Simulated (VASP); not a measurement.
Level of theory: r2SCAN meta-GGA, VASP's PBE PAW potentials (set 64) (plane waves; VASP).

Input for VASP

INCAR:
```
SYSTEM = Al3Sc
PREC = Accurate; ENCUT = 480; LREAL = .FALSE.
LASPH = .TRUE.
EDIFF = 1E-6; NELM = 100; ALGO = Normal
LMAXMIX = 4; LMIXTAU = .TRUE.
ISMEAR = 1; SIGMA = 0.1
METAGGA = R2SCAN
IBRION = 2; NSW = 60; ISIF = 3
EDIFFG = -0.02
LWAVE = .FALSE.; LCHARG = .FALSE.
```

**KPOINTS**
```
Automatic
0
G
  7 7 7
0 0 0
```

### POSCAR
```
Al3Sc
1.0
  4.0713320491   0.0000000000   0.0000000000
  0.0000000000   4.0713320491   0.0000000000
  0.0000000000   0.0000000000   4.0713320491
Sc Al
1 3
Cartesian
  0.0000000000   0.0000000000   0.0000000000
  0.0000000000   2.0356660245   2.0356660245
  2.0356660245   0.0000000000   2.0356660245
  2.0356660245   2.0356660245   0.0000000000
```

POTCAR, in this order: Sc_sv Al (PBE.64 set). Program: vasp_std.

What VASP printed:

**OUTCAR**
```
 ion  position               nearest neighbor table
   1  0.000  0.000  0.000-   2 2.88   3 2.88   4 2.88   2 2.88   3 2.88   2 2.88   4 2.88   2 2.88
                             3 2.88   4 2.88   3 2.88   4 2.88
   2  0.000  0.500  0.500-   1 2.88   3 2.88   4 2.88   1 2.88   4 2.88   1 2.88   3 2.88   1 2.88
                             3 2.88   4 2.88   4 2.88   3 2.88
   3  0.500  0.000  0.500-   1 2.88   2 2.88   4 2.88   1 2.88   4 2.88   2 2.88   4 2.88   4 2.88
                             1 2.88   2 2.88   1 2.88   2 2.88
   4  0.500  0.500  0.000-   1 2.88   2 2.88   3 2.88   2 2.88   3 2.88   1 2.88   3 2.88   3 2.88
                             1 2.88   2 2.88   2 2.88   1 2.88
  LATTYP: Found a simple cubic cell.
 ALAT       =     4.0713320491
 Subroutine PRICEL returns:
 Original cell was already a primitive cell.
 Subroutine GETGRP returns: Found 48 space group operations
The static configuration has the point symmetry O_h .
The dynamic configuration has the point symmetry O_h .
 Subroutine INISYM returns: Found 48 space group operations
 Subroutine IBZKPT returns following result:
 Found     20 irreducible k-points:

 Following reciprocal coordinates:
            Coordinates               Weight
  0.000000  0.000000  0.000000      1.000000
  0.142857  0.000000  0.000000      6.000000
  0.285714  0.000000  0.000000      6.000000
...
```

OSZICAR:
```
       N       E                     dE             d eps       ncg     rms          rms(c)
DAV:   1     0.101800461607E+03    0.10180E+03   -0.82974E+03   560   0.125E+03
DAV:   2    -0.282239315397E+02   -0.13002E+03   -0.12838E+03   560   0.374E+02
DAV:   3    -0.370414174694E+02   -0.88175E+01   -0.81611E+01   888   0.751E+01
DAV:   4    -0.372064195590E+02   -0.16500E+00   -0.15081E+00   804   0.110E+01
DAV:   5    -0.372128988224E+02   -0.64793E-02   -0.62704E-02   788   0.158E+00    0.122E+01
DAV:   6    -0.335853813233E+02    0.36275E+01   -0.56798E+00   780   0.383E+01    0.449E+00
DAV:   7    -0.332411423973E+02    0.34424E+00   -0.54576E-01   650   0.778E+00    0.216E+00
DAV:   8    -0.334468141879E+02   -0.20567E+00   -0.67291E-01   764   0.772E+00    0.799E-01
DAV:   9    -0.334404717156E+02    0.63425E-02   -0.11666E-01   772   0.447E+00    0.372E-01
DAV:  10    -0.335076807981E+02   -0.67209E-01   -0.13633E-01   778   0.459E+00    0.257E-01
DAV:  11    -0.335046866341E+02    0.29942E-02   -0.11306E-02   882   0.160E+00    0.167E-01
DAV:  12    -0.335077740086E+02   -0.30874E-02   -0.44075E-03   714   0.795E-01    0.291E-02
DAV:  13    -0.335077479730E+02    0.26036E-04   -0.57811E-04   754   0.286E-01    0.217E-02
DAV:  14    -0.335078589597E+02   -0.11099E-03   -0.14802E-04   778   0.147E-01    0.886E-03
DAV:  15    -0.335079209826E+02   -0.62023E-04   -0.70183E-05   638   0.109E-01    0.733E-03
DAV:  16    -0.335079206298E+02    0.35280E-06   -0.10710E-05   708   0.447E-02    0.249E-03
DAV:  17    -0.335079257115E+02   -0.50816E-05   -0.47605E-06   644   0.285E-02    0.132E-03
DAV:  18    -0.335079258382E+02   -0.12672E-06   -0.10797E-07   340   0.430E-03
   1 F= -.33507926E+02 E0= -.33507519E+02  d E =-.335079E+02
       N       E                     dE             d eps       ncg     rms          rms(c)
DAV:   1    -0.335369354306E+02   -0.29010E-01   -0.79284E-01   674   0.143E+01    0.136E+00
DAV:   2    -0.335110862182E+02    0.25849E-01   -0.15617E-01   798   0.575E+00    0.270E-01
DAV:   3    -0.335100266290E+02    0.10596E-02   -0.35226E-03   662   0.497E-01    0.151E-01
DAV:   4    -0.335094252569E+02    0.60137E-03   -0.20275E-03   718   0.326E-01    0.565E-02
DAV:   5    -0.335093260258E+02    0.99231E-04   -0.11409E-03   844   0.322E-01    0.374E-02
DAV:   6    -0.335095243046E+02   -0.19828E-03   -0.31000E-04   766   0.136E-01    0.232E-02
DAV:   7    -0.335095214281E+02    0.28766E-05   -0.19703E-05   798   0.621E-02    0.137E-02
DAV:   8    -0.335094865861E+02    0.34842E-04   -0.74652E-05   644   0.129E-01    0.206E-02
DAV:   9    -0.335095282481E+02   -0.41662E-04   -0.82932E-05   668   0.127E-01    0.293E-03
DAV:  10    -0.335095278977E+02    0.35041E-06   -0.17554E-06   544   0.172E-02
   2 F= -.33509528E+02 E0= -.33509129E+02  d E =-.160206E-02
       N       E                     dE             d eps       ncg     rms          rms(c)
DAV:   1    -0.335128743267E+02   -0.33461E-02   -0.84823E-02   668   0.470E+00    0.439E-01
DAV:   2    -0.335101536773E+02    0.27206E-02   -0.14766E-02   772   0.179E+00    0.903E-02
DAV:   3    -0.335100542404E+02    0.99437E-04   -0.29789E-04   602   0.147E-01    0.488E-02
DAV:   4    -0.335099988291E+02    0.55411E-04   -0.21349E-04   740   0.110E-01    0.188E-02
DAV:   5    -0.335100000550E+02   -0.12259E-05   -0.99009E-05   832   0.909E-02    0.121E-02
DAV:   6    -0.335100163450E+02   -0.16290E-04   -0.22075E-05   718   0.381E-02    0.685E-03
DAV:   7    -0.335100155167E+02    0.82825E-06   -0.34691E-06   602   0.271E-02
   3 F= -.33510016E+02 E0= -.33509616E+02  d E =-.208968E-02
```

OUTCAR:
```
------------------------ aborting loop because EDIFF is reached ----------------------------------------
  FORCE on cell =-STRESS in cart. coord.  units (eV):
  Direction    XX          YY          ZZ          XY          YZ          ZX
  --------------------------------------------------------------------------------------
  Total        0.0044265      0.0044265      0.0044265      0.0000000      0.0000000     -0.0000000
  in kB        0.1040332      0.1040332      0.1040332      0.0000000      0.0000000     -0.0000000
  external PRESSURE =       0.1040332 kB  Pullay stress =       0.0000000 kB
  volume of cell :       68.17
      direct lattice vectors                 reciprocal lattice vectors
     4.085074786 -0.000000000  0.000000000     0.244793560 -0.000000000 -0.000000000
     0.000000000  4.085074786 -0.000000000     0.000000000  0.244793560 -0.000000000
     0.000000000  0.000000000  4.085074786     0.000000000  0.000000000  0.244793560
 POSITION                                       TOTAL-FORCE (eV/Angst)
 -----------------------------------------------------------------------------------
      0.00000      0.00000      0.00000         0.000000     -0.000000      0.000000
      0.00000      2.04254      2.04254        -0.000000      0.000000      0.000000
      2.04254     -0.00000      2.04254         0.000000      0.000000      0.000000
      2.04254      2.04254     -0.00000         0.000000      0.000000      0.000000
 -----------------------------------------------------------------------------------
    total drift:                               -0.000000     -0.000000     -0.000000
  FREE ENERGIE OF THE ION-ELECTRON SYSTEM (eV)
  ---------------------------------------------------
  free  energy   TOTEN  =       -33.5100155167 eV

  energy  without entropy=      -33.5088168277  energy(sigma->0) =      -33.50961595

 reached required accuracy - stopping structural energy minimisation
```
(Selected blocks of OUTCAR.)

**CONTCAR**
```
Al3Sc
   1.00000000000000
     4.0850747858969543   -0.0000000000000000    0.0000000000000000
     0.0000000000000000    4.0850747858969543   -0.0000000000000000
     0.0000000000000000    0.0000000000000000    4.0850747858969543
  Sc              Al
     1     3
Direct
     0.0000000000000000    0.0000000000000000    0.0000000000000000
     0.0000000000000000    0.5000000000000000    0.5000000000000000
     0.5000000000000000    0.0000000000000000    0.5000000000000000
     0.5000000000000000    0.5000000000000000    0.0000000000000000
```

The compound is Al3Sc in the L1_2 structure. This run relaxes it. Symmetry was kept, so distortions that lower it aren't found. The start is the result of an earlier pass.
